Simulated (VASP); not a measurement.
Input:

```yaml
crystal:
  lattice:
    - [0.00000, 2.21325, 2.21325]
    - [2.21325, 0.00000, 2.21325]
    - [2.21325, 2.21325, 0.00000]
  atoms:
    - { symbol: Ga, position: [0.00000, 0.00000, 0.00000] }
    - { symbol: N, position: [0.25000, 0.25000, 0.25000] }
```

All values below come from revTPSS meta-GGA, VASP's PBE PAW potentials (set 64) (plane waves; VASP). Run with 520 eV cut-off, 10×10×10 Γ-centred mesh, Gaussian smearing of 0.050 eV, potentials Ga_d N.

### Question
Give the stress tensor in GPa (positive for a compressed cell).

### Answer

```
13.68   0.00   0.00
 0.00  13.68   0.00
 0.00   0.00  13.68
```
The pressure is its mean diagonal, 13.68 GPa.

The compound is GaN in the zinc blende structure, a metastable form; wurtzite is the usual one. This cell is one point of a volume scan, at 0.94 of the reference volume.
